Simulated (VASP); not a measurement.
# Quasiparticle energies of CdSe in VASP, part 3 of 4

Wanted: how far GW moves the Kohn-Sham levels of CdSe. The cell is of the zinc-blende type, one of the forms listed for this formula, which need not be the common one. The start joins lattice constants measured in a paper with the fractional positions of a database entry.

VASP 6.6.1, plane waves and PAW; the level of theory is named at each step.

So far, quasiparticle gap on the mesh (eV): step 5 (G0W0, ENCUTGW 100, bands in the sums 128) 1.35.

## 7. G0W0, ENCUTGW 140, bands in the sums 216

This step: G0W0 on PBE; plane waves and PAW (Cd_GW, Se_GW) (VASP 6.6.1).

ENCUTGW rises to 140 eV and the bands with it, to about the number of plane waves under that cutoff.

INCAR

```
SYSTEM = CdSe
PREC = Accurate
ENCUT = 330
ISMEAR = 0
SIGMA = 0.01
LREAL = .FALSE.
GGA = PE
NBANDS = 216
ALGO = EVGW0
NELMGW = 1
ENCUTGW = 140
NOMEGA = 48
PRECFOCK = Fast
NBANDSGW = 24
LWAVE = .FALSE.
LCHARG = .FALSE.
```

POSCAR

```
CdSe
1.0
    0.0000000000      3.0250000000      3.0250000000
    3.0250000000      0.0000000000      3.0250000000
    3.0250000000      3.0250000000      0.0000000000
Cd Se
1 1
Direct
    0.0000000000      0.0000000000      0.0000000000
    0.7500000000      0.7500000000      0.7500000000
```

KPOINTS

```
Automatic mesh
0
Gamma
6 6 6
0 0 0
```

PAW data sets: Cd_GW and Se_GW (PBE family, release 64).

Launch:

```
$ mpirun -np 8 vasp_std
```

Log:

```text
[banner, memory and clock lines left out]
running    8 mpi-ranks, on    1 nodes
[...]
[... a notice as in an earlier step ...]

|                                                                             |
|           W    W    AA    RRRRR   N    N  II  N    N   GGGG   !!!           |
|           W    W   A  A   R    R  NN   N  II  NN   N  G    G  !!!           |
|           W    W  A    A  R    R  N N  N  II  N N  N  G       !!!           |
|           W WW W  AAAAAA  RRRRR   N  N N  II  N  N N  G  GGG   !            |
|           WW  WW  A    A  R   R   N   NN  II  N   NN  G    G                |
|           W    W  A    A  R    R  N    N  II  N    N   GGGG   !!!           |
|                                                                             |
|     The default for ENCUTGWSOFT is different in this version of VASP.       |
|     please manually set ENCUTGWSOFT =140 in the INCAR file.                 |
|                                                                             |

[...]
total number of BLAS operations       7307.81 Gflops
NQ=  12   -0.3333    0.3333    0.0000,
|.........|.........|.........|.........|.........|.........|.........|.........
 performed      23834000 updates of chi_q(r,r)
 total number of BLAS operations       8111.63 Gflops
NQ=  13    0.5000    0.5000    0.0000,
|.........|.........|.........|.........|.........|.........|.........|.........
 performed      25115000 updates of chi_q(r,r)
 total number of BLAS operations       8616.98 Gflops
NQ=  14    0.5000    0.3333    0.1667,
|.........|.........|.........|.........|.........|.........|.........|.........
 performed      27993000 updates of chi_q(r,r)
 total number of BLAS operations       9632.49 Gflops
NQ=  15   -0.3333    0.3333    0.1667,
|.........|.........|.........|.........|.........|.........|.........|.........
 performed      30705000 updates of chi_q(r,r)
 total number of BLAS operations      10571.33 Gflops
NQ=  16   -0.3333    0.5000    0.1667,
|.........|.........|.........|.........|.........|.........|.........|.........
 performed      32950000 updates of chi_q(r,r)
 total number of BLAS operations      11348.68 Gflops
 resolving degeneracies of screened two electron integrals

 calculate QP shifts <psi_nk| G(iteration)W_0 |psi_nk>: iteration 1
 entering main loop
[key lines of the parts left out:]
E-fermi :   2.5772
```

Run time: 2.7 min. Hardware: 8 MPI ranks of Intel Xeon 6975P-C (Granite Rapids), shared host; peak memory 2.7 GiB.

From OUTCAR (step 7):

```text
 QP shifts <psi_nk| G(iteration)W_0 |psi_nk>: iteration 1
 for sc-GW calculations column KS-energies equals QP-energies in previous step
 and V_xc(KS)=  KS-energies - (<T + V_ion + V_H > + <T+V_H+V_ion>^1  + <V_x>^1)
 k-point   1 :       0.0000    0.0000    0.0000
  band No.  KS-energies  QP-energies   sigma(KS)   V_xc(KS)     V^pw_x(r,r')   Z            occupation Imag(sigma)
    ...
      6      -5.3259      -7.3451     -18.4019     -15.5007     -23.2172       0.6960       2.0000      -0.0815
      7       2.2643       1.5053     -13.7696     -12.7412     -15.1870       0.7380       2.0000      -0.0842
      8       2.2643       1.5053     -13.7696     -12.7412     -15.1870       0.7380       2.0000      -0.0842
      9       2.2643       1.5053     -13.7696     -12.7412     -15.1870       0.7380       2.0000      -0.0842
     10       2.8901       2.8819      -9.6860      -9.6754      -6.1729       0.7716       0.0000      -0.2815
     11       8.1953       8.3179      -9.1326      -9.2941      -4.7575       0.7589       0.0000      -0.2079
     12       8.1953       8.3179      -9.1326      -9.2941      -4.7575       0.7589       0.0000      -0.2079
     13       8.1953       8.3179      -9.1326      -9.2941      -4.7575       0.7589       0.0000      -0.2079
    ...

[... 1 part as in an earlier step ...]

[... 2 further parts left out ...]
[key lines of the parts left out:]
E-fermi :   2.5772
```

The gap is now 1.377 eV, +30 meV against the GW run before. Spin-orbit coupling is left out.

## 8. Empty bands

This step: PBE; plane waves and PAW (Cd_GW, Se_GW) (VASP 6.6.1).

The empty bands are made again, for the run that follows.

INCAR

```
SYSTEM = CdSe
PREC = Accurate
ENCUT = 330
ISMEAR = 0
SIGMA = 0.01
LREAL = .FALSE.
GGA = PE
NBANDS = 304
ALGO = Exact
NELM = 1
LWAVE = .TRUE.
LCHARG = .FALSE.
LOPTICS = .TRUE.
NEDOS = 1000
CSHIFT = 0.1
```

POSCAR is that of step 7.

KPOINTS is that of step 7.

Launch:

```
$ mpirun -np 8 vasp_std
```

Log:

```text
[banner, memory and clock lines left out]
running    8 mpi-ranks, on    1 nodes
[...]
[... a notice as in an earlier step ...]

 LDA part: xc-table for (Slater+PW92), standard interpolation
 found WAVECAR, reading the header
  number of bands has changed, file:    15 present:   304
  trying to continue reading WAVECAR, but it might fail
 POSCAR, INCAR and KPOINTS ok, starting setup
[...]
reading WAVECAR
 random initialization beyond band           15
 the WAVECAR file was read successfully
 initial charge from wavefunction
 entering main loop
       N       E                     dE             d eps       ncg     rms          rms(c)
DIA:   1    -0.547661992087E+01   -0.54766E+01    0.00000E+00     0   0.000E+00
   1 F= -.54766199E+01 E0= -.54766199E+01  d E =-.109090E-29
 writing wavefunctions
 optical routines
 imaginary and real dielectric function
 recalculating local potential from charge density
 direction            1
 direction            2
 direction            3
```

Wall time 4.4 s (8 MPI ranks); peak memory 1.2 GiB; 24 s of CPU time.

Parts of OUTCAR (step 8):

```text
  Total        1.1966302      1.1966302      1.1966302      0.0000000      0.0000000      0.0000000
  in kB       34.6309497     34.6309497     34.6309497      0.0000000      0.0000000      0.0000000
  external PRESSURE =      34.6309497 kB  Pullay stress =       0.0000000 kB

 POSITION                                       TOTAL-FORCE (eV/Angst)
 -----------------------------------------------------------------------------------
      0.00000      0.00000      0.00000         0.000000      0.000000     -0.000000
      4.53750      4.53750      4.53750        -0.000000     -0.000000      0.000000
 -----------------------------------------------------------------------------------
    total drift:                               -0.000001     -0.000001     -0.000001

  FREE ENERGIE OF THE ION-ELECTRON SYSTEM (eV)
  ---------------------------------------------------
  free  energy   TOTEN  =        -5.4766199209 eV

  energy  without entropy=       -5.4766199209  energy(sigma->0) =       -5.47661992

[... 1 part as in an earlier step ...]

[... 2 further parts left out ...]
[key lines of the parts left out:]
E-fermi :   2.3415
```

WAVECAR now holds 304 bands for 18 electrons.

## 9. G0W0, ENCUTGW 180, bands in the sums 304

This step: G0W0 on PBE; plane waves and PAW (Cd_GW, Se_GW) (VASP 6.6.1).

ENCUTGW rises to 180 eV and the bands with it, to about the number of plane waves under that cutoff.

INCAR

```
SYSTEM = CdSe
PREC = Accurate
ENCUT = 330
ISMEAR = 0
SIGMA = 0.01
LREAL = .FALSE.
GGA = PE
NBANDS = 304
ALGO = EVGW0
NELMGW = 1
ENCUTGW = 180
NOMEGA = 48
PRECFOCK = Fast
NBANDSGW = 24
LWAVE = .FALSE.
LCHARG = .FALSE.
```

POSCAR is that of step 8.

KPOINTS is that of step 8.

Launch:

```
$ mpirun -np 8 vasp_std
```

Log:

```text
[banner, memory and clock lines left out]
running    8 mpi-ranks, on    1 nodes
[...]
[... a notice as in an earlier step ...]

|                                                                             |
|           W    W    AA    RRRRR   N    N  II  N    N   GGGG   !!!           |
|           W    W   A  A   R    R  NN   N  II  NN   N  G    G  !!!           |
|           W    W  A    A  R    R  N N  N  II  N N  N  G       !!!           |
|           W WW W  AAAAAA  RRRRR   N  N N  II  N  N N  G  GGG   !            |
|           WW  WW  A    A  R   R   N   NN  II  N   NN  G    G                |
|           W    W  A    A  R    R  N    N  II  N    N   GGGG   !!!           |
|                                                                             |
|     The default for ENCUTGWSOFT is different in this version of VASP.       |
|     please manually set ENCUTGWSOFT =180 in the INCAR file.                 |
|                                                                             |

[...]
total number of BLAS operations      22653.72 Gflops
NQ=  12   -0.3333    0.3333    0.0000,
|.........|.........|.........|.........|.........|.........|.........|.........
 performed      33718000 updates of chi_q(r,r)
 total number of BLAS operations      24824.43 Gflops
NQ=  13    0.5000    0.5000    0.0000,
|.........|.........|.........|.........|.........|.........|.........|.........
 performed      35536000 updates of chi_q(r,r)
 total number of BLAS operations      26151.05 Gflops
NQ=  14    0.5000    0.3333    0.1667,
|.........|.........|.........|.........|.........|.........|.........|.........
 performed      39601000 updates of chi_q(r,r)
 total number of BLAS operations      29176.49 Gflops
NQ=  15   -0.3333    0.3333    0.1667,
|.........|.........|.........|.........|.........|.........|.........|.........
 performed      43432000 updates of chi_q(r,r)
 total number of BLAS operations      32009.51 Gflops
NQ=  16   -0.3333    0.5000    0.1667,
|.........|.........|.........|.........|.........|.........|.........|.........
 performed      46607000 updates of chi_q(r,r)
 total number of BLAS operations      34357.06 Gflops
 resolving degeneracies of screened two electron integrals

 calculate QP shifts <psi_nk| G(iteration)W_0 |psi_nk>: iteration 1
 entering main loop
[key lines of the parts left out:]
E-fermi :   2.5772
```

Wall time 3.8 min (8 MPI ranks); peak memory 3.4 GiB.

Parts of OUTCAR (step 9):

```text
 QP shifts <psi_nk| G(iteration)W_0 |psi_nk>: iteration 1
 for sc-GW calculations column KS-energies equals QP-energies in previous step
 and V_xc(KS)=  KS-energies - (<T + V_ion + V_H > + <T+V_H+V_ion>^1  + <V_x>^1)
 k-point   1 :       0.0000    0.0000    0.0000
  band No.  KS-energies  QP-energies   sigma(KS)   V_xc(KS)     V^pw_x(r,r')   Z            occupation Imag(sigma)
    ...
      6      -5.3259      -7.4643     -18.5808     -15.5007     -23.2172       0.6943       2.0000      -0.0436
      7       2.2643       1.4028     -13.9075     -12.7412     -15.1870       0.7386       2.0000      -0.1914
      8       2.2643       1.4028     -13.9075     -12.7412     -15.1870       0.7386       2.0000      -0.1914
      9       2.2643       1.4028     -13.9075     -12.7412     -15.1870       0.7386       2.0000      -0.1914
     10       2.8901       2.8052      -9.7853      -9.6754      -6.1729       0.7716       0.0000      -0.3154
     11       8.1953       8.2757      -9.1881      -9.2941      -4.7575       0.7590       0.0000      -0.2423
     12       8.1953       8.2757      -9.1881      -9.2941      -4.7575       0.7590       0.0000      -0.2423
     13       8.1953       8.2757      -9.1881      -9.2941      -4.7575       0.7590       0.0000      -0.2423
    ...

[... 1 part as in an earlier step ...]

[... 2 further parts left out ...]
[key lines of the parts left out:]
E-fermi :   2.5772
```

The gap is now 1.402 eV, +26 meV against the GW run before. Spin-orbit coupling is left out.

## 10. Empty bands

This step: PBE; plane waves and PAW (Cd_GW, Se_GW) (VASP 6.6.1).

The empty bands are made again, for the run that follows.

INCAR

```
SYSTEM = CdSe
PREC = Accurate
ENCUT = 330
ISMEAR = 0
SIGMA = 0.01
LREAL = .FALSE.
GGA = PE
NBANDS = 416
ALGO = Exact
NELM = 1
LWAVE = .TRUE.
LCHARG = .FALSE.
LOPTICS = .TRUE.
NEDOS = 1000
CSHIFT = 0.1
```

POSCAR is that of step 9.

KPOINTS is that of step 9.

Launch:

```
$ mpirun -np 8 vasp_std
```

Log:

```text
[banner, memory and clock lines left out]
running    8 mpi-ranks, on    1 nodes
[...]
[... a notice as in an earlier step ...]

 LDA part: xc-table for (Slater+PW92), standard interpolation
 found WAVECAR, reading the header
  number of bands has changed, file:    15 present:   416
  trying to continue reading WAVECAR, but it might fail
 POSCAR, INCAR and KPOINTS ok, starting setup
[...]
reading WAVECAR
 random initialization beyond band           15
 the WAVECAR file was read successfully
 initial charge from wavefunction
 entering main loop
       N       E                     dE             d eps       ncg     rms          rms(c)
DIA:   1    -0.547661992100E+01   -0.54766E+01    0.00000E+00     0   0.000E+00
   1 F= -.54766199E+01 E0= -.54766199E+01  d E =-.519521E-65
 writing wavefunctions
 optical routines
 imaginary and real dielectric function
 recalculating local potential from charge density
 direction            1
 direction            2
 direction            3
```

Run time: 5 s. Hardware: 8 MPI ranks; peak memory 1.2 GiB.

From OUTCAR (step 10):

```text
  Total        1.1966302      1.1966302      1.1966302      0.0000000      0.0000000     -0.0000000
  in kB       34.6309497     34.6309497     34.6309497      0.0000000      0.0000000     -0.0000000
  external PRESSURE =      34.6309497 kB  Pullay stress =       0.0000000 kB

  FREE ENERGIE OF THE ION-ELECTRON SYSTEM (eV)
  ---------------------------------------------------
  free  energy   TOTEN  =        -5.4766199210 eV

  energy  without entropy=       -5.4766199210  energy(sigma->0) =       -5.47661992

[... 2 parts as in an earlier step ...]

[... 2 further parts left out ...]
[key lines of the parts left out:]
E-fermi :   2.3830
```

WAVECAR now holds 416 bands for 18 electrons.

## 11. G0W0, ENCUTGW 220, bands in the sums 416

This step: G0W0 on PBE; plane waves and PAW (Cd_GW, Se_GW) (VASP 6.6.1).

ENCUTGW rises to 220 eV and the bands with it, to about the number of plane waves under that cutoff.

INCAR

```
SYSTEM = CdSe
PREC = Accurate
ENCUT = 330
ISMEAR = 0
SIGMA = 0.01
LREAL = .FALSE.
GGA = PE
NBANDS = 416
ALGO = EVGW0
NELMGW = 1
ENCUTGW = 220
NOMEGA = 48
PRECFOCK = Fast
NBANDSGW = 24
LWAVE = .FALSE.
LCHARG = .FALSE.
```

POSCAR is that of step 10.

KPOINTS is that of step 10.

Launch:

```
$ mpirun -np 8 vasp_std
```

Log:

```text
[banner, memory and clock lines left out]
running    8 mpi-ranks, on    1 nodes
[...]
[... a notice as in an earlier step ...]

|                                                                             |
|           W    W    AA    RRRRR   N    N  II  N    N   GGGG   !!!           |
|           W    W   A  A   R    R  NN   N  II  NN   N  G    G  !!!           |
|           W    W  A    A  R    R  N N  N  II  N N  N  G       !!!           |
|           W WW W  AAAAAA  RRRRR   N  N N  II  N  N N  G  GGG   !            |
|           WW  WW  A    A  R   R   N   NN  II  N   NN  G    G                |
|           W    W  A    A  R    R  N    N  II  N    N   GGGG   !!!           |
|                                                                             |
|     The default for ENCUTGWSOFT is different in this version of VASP.       |
|     please manually set ENCUTGWSOFT =220 in the INCAR file.                 |
|                                                                             |

[...]
total number of BLAS operations      56145.63 Gflops
NQ=  12   -0.3333    0.3333    0.0000,
|.........|.........|.........|.........|.........|.........|.........|.........
 performed      46297000 updates of chi_q(r,r)
 total number of BLAS operations      61781.87 Gflops
NQ=  13    0.5000    0.5000    0.0000,
|.........|.........|.........|.........|.........|.........|.........|.........
 performed      48797000 updates of chi_q(r,r)
 total number of BLAS operations      65178.03 Gflops
NQ=  14    0.5000    0.3333    0.1667,
|.........|.........|.........|.........|.........|.........|.........|.........
 performed      54373000 updates of chi_q(r,r)
 total number of BLAS operations      72567.32 Gflops
NQ=  15   -0.3333    0.3333    0.1667,
|.........|.........|.........|.........|.........|.........|.........|.........
 performed      59629000 updates of chi_q(r,r)
 total number of BLAS operations      79499.05 Gflops
NQ=  16   -0.3333    0.5000    0.1667,
|.........|.........|.........|.........|.........|.........|.........|.........
 performed      63986000 updates of chi_q(r,r)
 total number of BLAS operations      85590.58 Gflops
 resolving degeneracies of screened two electron integrals

 calculate QP shifts <psi_nk| G(iteration)W_0 |psi_nk>: iteration 1
 entering main loop
[key lines of the parts left out:]
E-fermi :   2.5772
```

Elapsed: 6.4 min, on 8 MPI ranks; peak memory 4.5 GiB; 51 min of CPU time.

Parts of OUTCAR (step 11):

```text
 QP shifts <psi_nk| G(iteration)W_0 |psi_nk>: iteration 1
 for sc-GW calculations column KS-energies equals QP-energies in previous step
 and V_xc(KS)=  KS-energies - (<T + V_ion + V_H > + <T+V_H+V_ion>^1  + <V_x>^1)
 k-point   1 :       0.0000    0.0000    0.0000
  band No.  KS-energies  QP-energies   sigma(KS)   V_xc(KS)     V^pw_x(r,r')   Z            occupation Imag(sigma)
    ...
      6      -5.3259      -7.4691     -18.5937     -15.5007     -23.2172       0.6929       2.0000      -0.0083
      7       2.2643       1.3475     -13.9847     -12.7412     -15.1870       0.7373       2.0000      -0.2399
      8       2.2643       1.3475     -13.9847     -12.7412     -15.1870       0.7373       2.0000      -0.2399
      9       2.2643       1.3475     -13.9847     -12.7412     -15.1870       0.7373       2.0000      -0.2399
     10       2.8901       2.7614      -9.8417      -9.6754      -6.1729       0.7735       0.0000      -0.3143
     11       8.1953       8.2540      -9.2168      -9.2941      -4.7575       0.7589       0.0000      -0.2471
     12       8.1953       8.2540      -9.2168      -9.2941      -4.7575       0.7589       0.0000      -0.2471
     13       8.1953       8.2540      -9.2168      -9.2941      -4.7575       0.7589       0.0000      -0.2471
    ...

[... 1 part as in an earlier step ...]

[... 2 further parts left out ...]
[key lines of the parts left out:]
E-fermi :   2.5772
```

The gap is now 1.414 eV, +12 meV against the GW run before. Spin-orbit coupling is left out.

## 12. Too few empty bands

This step: PBE; plane waves and PAW (Cd_GW, Se_GW) (VASP 6.6.1).

ALGO = Exact makes the empty bands from the converged ground state in one step. LOPTICS writes the k-derivatives of the orbitals (WAVEDER), which give the long-wavelength limit of the screening.

INCAR

```
SYSTEM = CdSe
PREC = Accurate
ENCUT = 330
ISMEAR = 0
SIGMA = 0.01
LREAL = .FALSE.
GGA = PE
NBANDS = 24
ALGO = Exact
NELM = 1
LWAVE = .TRUE.
LCHARG = .FALSE.
LOPTICS = .TRUE.
NEDOS = 1000
CSHIFT = 0.1
```

POSCAR is that of step 11.

KPOINTS is that of step 11.

Launch:

```
$ mpirun -np 8 vasp_std
```

Log:

```text
[banner, memory and clock lines left out]
running    8 mpi-ranks, on    1 nodes
 distrk:  each k-point on    8 cores,    1 groups
 distr:  one band on    1 cores,    8 groups

 POSCAR found type information on POSCAR CdSe
 POSCAR found :  2 types and       2 ions
 [... a notice as in an earlier step ...]

 LDA part: xc-table for (Slater+PW92), standard interpolation
 found WAVECAR, reading the header
  number of bands has changed, file:    15 present:    24
  trying to continue reading WAVECAR, but it might fail
 POSCAR, INCAR and KPOINTS ok, starting setup
 FFT: planning ... GRIDC
 FFT: planning ... GRID_SOFT
 FFT: planning ... GRID
 reading WAVECAR
 random initialization beyond band           15
 the WAVECAR file was read successfully
 initial charge from wavefunction
 entering main loop
       N       E                     dE             d eps       ncg     rms          rms(c)
DIA:   1    -0.547661992082E+01   -0.54766E+01    0.00000E+00     0   0.000E+00
   1 F= -.54766199E+01 E0= -.54766199E+01  d E =-.415221E-13
 writing wavefunctions
 optical routines
 imaginary and real dielectric function
 recalculating local potential from charge density
 direction            1
 direction            2
 direction            3
```

It took 3.8 s on 8 MPI ranks; peak memory 1.1 GiB; 23 s of CPU time.

From OUTCAR (step 12):

```text
   k-points           NKPTS =     16   k-points in BZ     NKDIM =     16   number of bands    NBANDS=     24

   NELECT =      18.0000    total number of electrons

 E-fermi :   2.3105

  Total        1.1966302      1.1966302      1.1966302     -0.0000000      0.0000000     -0.0000000
  in kB       34.6309496     34.6309496     34.6309496     -0.0000000      0.0000000     -0.0000000
  external PRESSURE =      34.6309496 kB  Pullay stress =       0.0000000 kB

 plasma frequency squared (from intraband transitions) (eV^2)
  --------------------------------------------------------------------------------------
       0.000      -0.000      -0.000
      -0.000       0.000      -0.000
      -0.000      -0.000       0.000

[... 17 parts as in an earlier step ...]

[... 2 further parts left out ...]
```

WAVECAR now holds 24 bands for 18 electrons.

[end of part 3 of 4]

[Lines on the potential files, build, host, timing and source positions are cut from VASP's logs without a mark.]

[Logs are printed without paths, hosts, clocks, repeated set-up lines and the standing remarks that a program may print on its own settings, such as how far it seeks lower states.]

[Hosts, paths, dates, database ids (printed as entryN), source tags and the programs' standing remarks are cut or masked in the printed files.]

[Pressures printed for these runs are not shown converged in the cutoff: they can be off by several GPa and have the wrong sign.]

[In band tables of VASP the shares of atoms and orbitals are scaled to a sum of 1 inside the atoms' spheres.]
